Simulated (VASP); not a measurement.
# FeW (Cmmm) in VASP: relaxation of cell and atoms with PBE

Aim: the relaxation of cell and atoms of FeW with PBE.

Everything below comes from runs of VASP 6.6.1. Logs are shortened: lines on timing, memory, paths and dates and some standing lists are left out, and cuts for length are marked.

## 1. Starting point

The structure is orthorhombic, space group Cmmm (No. 65). Conventional cell: a = 3.047 Å, b = 4.355 Å, c = 4.267 Å, α = 90.00°, β = 90.00°, γ = 90.00°. Fe (site symmetry mmm) has 4 W at 2.62 Å and 4 Fe at 2.66 Å as nearest neighbours. W (site symmetry mmm) has 4 Fe at 2.62 Å and 4 W at 2.66 Å as nearest neighbours.

The cell was built by a generator and needn't be a form met in nature.

## 2. Relaxation of cell and atoms, PBE, collinear spin, ferromagnetic start

The input, INCAR:

```
SYSTEM = FeW
PREC = Accurate ; ENCUT = 600
EDIFF = 1E-7 ; ISMEAR = 1
SIGMA = 0.2 ; LREAL = .False.
LASPH = .True. ; NELM = 120
ALGO = Normal ; ISIF = 3
LWAVE = .False. ; LCHARG = .False.
ISPIN = 2 ; MAGMOM = 3 0
LORBIT = 11 ; LMAXMIX = 4
GGA = PE ; IBRION = 2
NSW = 60 ; EDIFFG = -0.02
```

The input, KPOINTS:

```
regular mesh
0
Gamma
  11 11 6
  0 0 0
```

The input, POSCAR:

```
FeW
1.0
    1.5234427000     -2.1774105000      0.0000000000
    1.5234427000      2.1774105000      0.0000000000
    0.0000000000      0.0000000000      4.2673741400
Fe W
1 1
Direct
    0.0000000000      0.0000000000      0.0000000000
    0.5000000000      0.5000000000      0.5000000000
```

Potentials or basis: VASP PAW PBE potentials, release 64 (Fe, W_sv).

The run is started by

```bash
> cat potpaw_PBE.64/Fe/POTCAR potpaw_PBE.64/W_sv/POTCAR > POTCAR
> mpirun -np 1 vasp_std > vasp.out
```

OUTCAR:

```text
SYSTEM = FeW
   PREC = Accurate
   ENCUT = 600
   EDIFF = 1E-7
   ISMEAR = 1
   LREAL = .False.
   LASPH = .True.
   NELM = 120
   ISIF = 3
   ISPIN = 2
   LORBIT = 11
   GGA = PE
   IBRION = 2
   NSW = 60
   EDIFFG = -0.02

 ion  position               nearest neighbor table
   1  0.000  0.000  0.000-   2 2.62   2 2.62   2 2.62   2 2.62   2 3.05   2 3.05   2 3.05   2 3.05

   2  0.500  0.500  0.500-   1 2.62   1 2.62   1 2.62   1 2.62   1 3.05   1 3.05   1 3.05   1 3.05

  LATTYP: Found a base centered orthorhombic cell.
 ALAT       =     3.0468854000
 B/A-ratio  =     1.4292697060
 C/A-ratio  =     1.4005692961

  Lattice vectors:

 A1 = (   1.5234427000,  -2.1774105000,   0.0000000000)
 A2 = (   1.5234427000,   2.1774105000,   0.0000000000)
 A3 = (   0.0000000000,   0.0000000000,   4.2673741400)

Analysis of symmetry for initial positions (statically):
=====================================================================
 Subroutine PRICEL returns:
 Original cell was already a primitive cell.

 Routine SETGRP: Setting up the symmetry group for a
 base centered orthorhombic supercell.

 Subroutine GETGRP returns: Found  8 space group operations
 (whereof  8 operations were pure point group operations)
 out of a pool of  8 trial point group operations.

The static configuration has the point symmetry D_2h.

Analysis of symmetry for dynamics (positions and initial velocities):
=====================================================================
 Subroutine PRICEL returns:
 Original cell was already a primitive cell.

 Routine SETGRP: Setting up the symmetry group for a
 base centered orthorhombic supercell.

 Subroutine GETGRP returns: Found  8 space group operations
 (whereof  8 operations were pure point group operations)
 out of a pool of  8 trial point group operations.

The dynamic configuration has the point symmetry D_2h.

Analysis of structural, dynamic, and magnetic symmetry:
=====================================================================
 Subroutine PRICEL returns:
 Original cell was already a primitive cell.

 Routine SETGRP: Setting up the symmetry group for a
 base centered orthorhombic supercell.

 Subroutine GETGRP returns: Found  8 space group operations
 (whereof  8 operations were pure point group operations)
 out of a pool of  8 trial point group operations.

The overall configuration has the point symmetry D_2h.

 Subroutine INISYM returns: Found  8 space group operations
 (whereof  8 operations are pure point group operations),
 and found     1 'primitive' translations

----------------------------------------------------------------------------------------

                                     Primitive cell

  volume of cell :      28.3111

  direct lattice vectors                    reciprocal lattice vectors
     1.523442700 -2.177410500  0.000000000     0.328204008 -0.229630563  0.000000000
     1.523442700  2.177410500  0.000000000     0.328204008  0.229630563  0.000000000
     0.000000000  0.000000000  4.267374140     0.000000000  0.000000000  0.234336144

  length of vectors
     2.657441278  2.657441278  4.267374140     0.400559692  0.400559692  0.234336144

  position of ions in fractional coordinates (direct lattice)
     0.000000000  0.000000000  0.000000000
     0.500000000  0.500000000  0.500000000

  ion indices of the primitive-cell ions
   primitive index   ion index
                 1           1
                 2           2

----------------------------------------------------------------------------------------

 KPOINTS: regular mesh

Automatic generation of k-mesh.
 Grid dimensions read from file:
 generate k-points for:   11   11    6

 Generating k-lattice:

  Cartesian coordinates                     Fractional coordinates (reciprocal lattice)
     0.029836728 -0.020875506  0.000000000     0.090909091  0.000000000  0.000000000
     0.029836728  0.020875506  0.000000000     0.000000000  0.090909091  0.000000000
     0.000000000  0.000000000  0.039056024     0.000000000  0.000000000  0.166666667

  Length of vectors
     0.036414517  0.036414517  0.039056024

  Shift w.r.t. Gamma in fractional coordinates (k-lattice)
     0.000000000  0.000000000  0.000000000

 Subroutine IBZKPT returns following result:
 ===========================================

 Found    144 irreducible k-points:

 Following reciprocal coordinates:
            Coordinates               Weight
  0.000000  0.000000  0.000000      1.000000
  0.090909  0.000000  0.000000      4.000000
  0.181818  0.000000  0.000000      4.000000
  0.272727  0.000000  0.000000      4.000000
  0.363636  0.000000  0.000000      4.000000
  0.454545  0.000000  0.000000      4.000000
[... 16 lines left out ...]
 -0.272727  0.181818  0.000000      4.000000
 -0.181818  0.181818  0.000000      2.000000
 [... further k-points ...]
   k-points           NKPTS =    144   k-points in BZ     NKDIM =    144   number of bands    NBANDS=     17
   number of dos      NEDOS =    301   number of ions     NIONS =      2
   total plane-waves  NPLWV =  20736
   dimension x,y,z NGX =    24 NGY =   24 NGZ =   36
   dimension x,y,z NGXF=    48 NGYF=   48 NGZF=   72
   ions per type =               1   1
   NGX,Y,Z   is equivalent  to a cutoff of  15.01, 15.01, 14.02 a.u.
   NGXF,Y,Z  is equivalent  to a cutoff of  30.03, 30.03, 28.05 a.u.
 SYSTEM =  FeW
   PREC   = accura    normal or accurate (medium, high low for compatibility)
   ISTART =      0    job   : 0-new  1-cont  2-samecut
   ICHARG =      2    charge: 1-file 2-atom 10-const
   ISPIN  =      2    spin polarized calculation?
   LNONCOLLINEAR =      F non collinear calculations
   LSORBIT =      F    spin-orbit coupling
   LASPH  =      T    aspherical Exc in radial PAW
   ENCUT  =  600.0 eV  44.10 Ry    6.64 a.u.   5.31  5.31  8.52*2*pi/ulx,y,z
   NELM   =    120;   NELMIN=  2; NELMDL= -5     # of ELM steps
   EDIFF  = 0.1E-06   stopping-criterion for ELM
   LREAL  =      F    real-space projection
   EDIFFG = -.2E-01   stopping-criterion for IOM
   NSW    =     60    number of steps for IOM
   IBRION =      2    ionic relax: 0-MD 1-quasi-New 2-CG
   NFREE  =      1    steps in history (QN), initial steepest desc. (CG)
   ISIF   =      3    stress and relaxation
   ISYM   =      2    0-nonsym 1-usesym 2-fastsym
   POTIM  = 0.5000    time-step for ionic-motion
   TEBEG  =    0.0;   TEEND  =   0.0 temperature during run
   PSTRESS=    0.0 pullay stress
   NELECT =      22.0000    total number of electrons
   NUPDOWN=      -1.0000    fix difference up-down
   EMIN   =  10.00;   EMAX   =-10.00  energy-range for DOS
   EFERMI =   0.00;   METHOD = LEGACY
   ISMEAR =     1;   SIGMA  =   0.20  broadening in eV -4-tet -1-fermi 0-gaus
   EFERMI_NEDOS =   21; number of points for ismear=-14 and -15
   IALGO  =     38    algorithm
   IMIX   =      4    mixing-type and parameters
     AMIX     =   0.40;   BMIX     =  1.00
     AMIX_MAG =   1.60;   BMIX_MAG =  1.00
  volume/ion in A,a.u.               =      14.16        95.53
  Fermi-wavevector in a.u.,A,eV,Ry     =   1.505093  2.844213 30.821345  2.265305
  Thomas-Fermi vector in A             =   2.615987
   LORBIT       =     11    0 simple, 1 ext, 2 COOP (PROOUT), +10 PAW based schemes
   GGA     = PE    functional components
   LHFCALC =     F    Hartree Fock is set to
   AEXX    =    0.0000 exact exchange contribution
   IVDW    =     0    specifies the selected vdW correction
   LEPSILON=     F    determine dielectric tensor
   LRPA    =     F    only Hartree local field effects (RPA)
 conjugate gradient relaxation of ions
 spin polarized calculation
 Methfessel and Paxton  Order N= 1 SIGMA  =   0.20
  energy-cutoff  :      600.00
  volume of cell :       28.31
 maximum number of plane-waves:       957
 NGX is ok and might be reduce to    24
   NGX = 11   NGY = 11   NGZ = 17

--------------------------------------- Ionic step        1  -------------------------------------------

 number of electron      22.0000001 magnetization       1.9390037

 Free energy of the ion-electron system (eV)
  ---------------------------------------------------
  ext. energy  EPLUGINS =         0.00000000
  ---------------------------------------------------
  free energy    TOTEN  =       -20.84962846 eV

  energy without entropy =      -20.84756072  energy(sigma->0) =      -20.84893922

------------------------ aborting loop because EDIFF is reached ----------------------------------------

  FORCE on cell =-STRESS in cart. coord.  units (eV):
  Direction    XX          YY          ZZ          XY          YZ          ZX
  --------------------------------------------------------------------------------------
  -------------------------------------------------------------------------------------
  Total        0.2805508     -1.0872922     -0.8697993      0.0000000      0.0000000      0.0000000
  in kB       15.8768727    -61.5318125    -49.2235000      0.0000000      0.0000000      0.0000000
  external PRESSURE =     -31.6261466 kB  Pullay stress =       0.0000000 kB
[... 165 lines left out ...]
  energy  without entropy=      -20.8778009535  energy(sigma->0) =      -20.87815376

--------------------------------------- Ionic step        6  -------------------------------------------

 number of electron      22.0000002 magnetization       1.8250797

 Free energy of the ion-electron system (eV)
  ---------------------------------------------------
  ext. energy  EPLUGINS =         0.00000000
  ---------------------------------------------------
  free energy    TOTEN  =       -20.87848623 eV

  energy without entropy =      -20.87800885  energy(sigma->0) =      -20.87832710

 E-fermi :   8.8813     XC(G=0): -13.2976

 val. band max:        8.8808434475   @ k =   0.3636   0.2727   0.1667
 cond. band min:       8.8857003580   @ k =  -0.1818   0.1818   0.0000
 fundamental gap:      0.0048569105
 Fermi energy:         8.8812673841

 spin component 1

 k-point     1 :       0.0000    0.0000    0.0000
  band No.  band energies     occupation
      1     -65.1370      1.00000
      2     -29.4026      1.00000
      3     -28.8301      1.00000
      4     -28.5668      1.00000
      5      -0.1815      1.00000
      6       3.3759      1.00000
[... 9 lines left out ...]
     16      12.6223     -0.00000
     17      19.0431      0.00000
[... 445 lines left out ...]
      3     -29.0340      1.00000
      4     -29.0196      1.00000
      5       1.2800      1.00000
      6       4.2087      1.00000
[... 9 lines left out ...]
     16      15.1963      0.00000
     17      18.6886      0.00000

 [... further k-points ...]

 spin component 2

 k-point     1 :       0.0000    0.0000    0.0000
  band No.  band energies     occupation
      1     -65.1849      1.00000
      2     -29.5105      1.00000
      3     -28.8803      1.00000
      4     -28.6007      1.00000
      5      -0.1612      1.00000
      6       3.7014      1.00000
[... 9 lines left out ...]
     16      12.9959      0.00000
     17      19.3906      0.00000
[... 489 lines left out ...]
  FREE ENERGIE OF THE ION-ELECTRON SYSTEM (eV)
  ---------------------------------------------------
  free  energy   TOTEN  =       -20.8784862309 eV

  energy  without entropy=      -20.8780088450  energy(sigma->0) =      -20.87832710

 reached required accuracy - stopping structural energy minimisation

 total charge

# of ion       s       p       d       tot
------------------------------------------
    1        0.459   0.547   6.213   7.219
    2        2.425   6.319   3.379  12.123
--------------------------------------------------
tot          2.884   6.866   9.592  19.342

 magnetization (x)

# of ion       s       p       d       tot
------------------------------------------
    1        0.009  -0.002   1.989   1.996
    2       -0.008  -0.031  -0.092  -0.131
--------------------------------------------------
tot          0.001  -0.033   1.897   1.865
```

It took 16 min on 1 thread of Intel Xeon Platinum 8375C at 2.90GHz (Ice Lake), shared host; peak memory 0.29 GiB.

What came out:

| Quantity | Value |
| --- | --- |
| Free energy | -20.8785 eV |
| Relaxed volume | 13.88 Å³/atom |
| Relaxed cell | a = 2.643 Å, b = 2.643 Å, c = 4.156 Å, α = 90.00°, β = 90.00°, γ = 107.09° |
| Space group after relaxing (to 0.05 Å) | Cmmm (No. 65) |
| Energy gained by relaxing | 14.4 meV/atom |
| Ionic steps | 6 |
| Pressure after relaxing | 0.0 GPa |
| Band gap on the k mesh | none (metal or under the smearing width) |
| Net moment | 1.83 μB per cell |
| Site moments | Fe +2.00; W -0.13 μB |
| Valence electrons inside the program's atomic spheres | Fe 7.22; W 12.12 |

The path:
```tsv
step	energy change (eV)	largest force (eV/Å)	pressure (GPa)	volume (Å³)
1	0.0000	0.0000	-3.16	28.31
2	-0.0117	0.0000	5.91	27.17
3	-0.0164	0.0000	2.56	27.56
4	-0.0287	0.0000	-0.11	27.77
5	-0.0287	0.0000	-0.04	27.76
6	-0.0289	0.0000	-0.03	27.75
```

Final structure:
```yaml
crystal:
  lattice:
    - [1.57056, -2.12590, 0.00000]
    - [1.57056, 2.12590, 0.00000]
    - [0.00000, 0.00000, 4.15579]
  atoms:
    - { symbol: Fe, position: [0.00000, 0.00000, 0.00000] }
    - { symbol: W, position: [0.50000, 0.50000, 0.50000] }
```

Levels at points of the mesh, in eV from the Fermi level:
Spin up:
```tsv
k point	band 10	band 11	band 12	band 13	band 14	band 15
(0.00, 0.00, 0.00)	-1.95	-1.61	-1.14	1.02	2.98	3.46
(0.00, 0.00, 0.50)	-1.64	-1.60	-1.59	-1.33	2.09	2.69
```
Spin down:
```tsv
k point	band 6	band 7	band 8	band 9	band 10	band 11	band 12	band 13	band 14	band 15
(0.00, 0.00, 0.00)	-5.18	-3.34	-1.27	-0.77	-0.64	0.75	1.03	1.15	3.03	3.38
(0.00, 0.00, 0.50)	-5.46	-2.95	-1.48	-1.33	-0.99	-0.05	0.74	0.76	1.97	2.61
```

The run has no spin-orbit coupling, so splittings on W are missing.

## 3. The reference run

An earlier run on the cell as given: functional PBE; potentials or basis VASP PAW PBE potentials, release 64 (Fe, W_sv); cutoff 520 eV; k mesh 11 × 11 × 6; occupations fermi-dirac, width 0.05 eV; collinear spin, ferromagnetic start; starting moments [3.0, 0.0] μB.

- Pressure: -3.2 GPa
- Band gap on the k mesh: none (metal or under the smearing width)
- Net moment: 1.93 μB per cell
- Site moments: Fe +2.12; W -0.14 μB
- Valence electrons inside the program's atomic spheres: Fe 7.16; W 12.09
